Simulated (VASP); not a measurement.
Consider the following.

```xyz
4
Lattice="1.9398 -3.3598 0.0000 1.9398 3.3598 0.0000 0.0000 0.0000 5.0312" Properties=species:S:1:pos:R:3 pbc="T T T"
Ni     0.0000     0.0000     2.5156
Ni     0.0000     0.0000     0.0000
Sb     1.9398     1.1199     1.2578
Sb     1.9398    -1.1199     3.7734
```

Calculation: LDA (Ceperley-Alder, Perdew-Zunger), VASP's LDA PAW potentials (set 64) (plane waves; VASP). Run with 500 eV cut-off, 9×9×6 Γ-centred mesh, first-order Methfessel-Paxton smearing of 0.10 eV, potentials Ni Sb.

Energy and stress use the plane-wave basis of the starting cell.

Q: The ions, cell shape and volume at an external pressure of 5.0 GPa are relaxed. Which structure does the run end with?

A: 
```xyz
4
Lattice="1.9186 -3.3232 0.0000 1.9186 3.3232 0.0000 0.0000 0.0000 4.9775" Properties=species:S:1:pos:R:3 pbc="T T T"
Ni     0.0000     0.0000     2.4887
Ni     0.0000     0.0000     0.0000
Sb     1.9186     1.1077     1.2444
Sb     1.9186    -1.1077     3.7331
```
Space group P6_3/mmc (194), at a tolerance of 0.03 Å.

Q: How do energy and volume change from the first to the last step?

A: The energy (σ→0) changes by +7.8 meV/atom and the volume by -3.2 %, in 3 ionic steps.

| step | E(σ→0) (eV) | max force (eV/Å) | pressure (GPa) | volume (Å³) |
|---|---|---|---|---|
| 1 | -24.1611 | 0.000 | 0.03 | 65.58 |
| 2 | -23.9897 | 0.000 | 12.62 | 60.87 |
| 3 | -24.1299 | 0.000 | 4.90 | 63.47 |

The compound is NiSb in the NiAs type structure. This run relaxes it under an external pressure of 5 GPa. Symmetry was kept, so distortions that lower it aren't found. The run is not spin-polarised, so no magnetic state was tried.
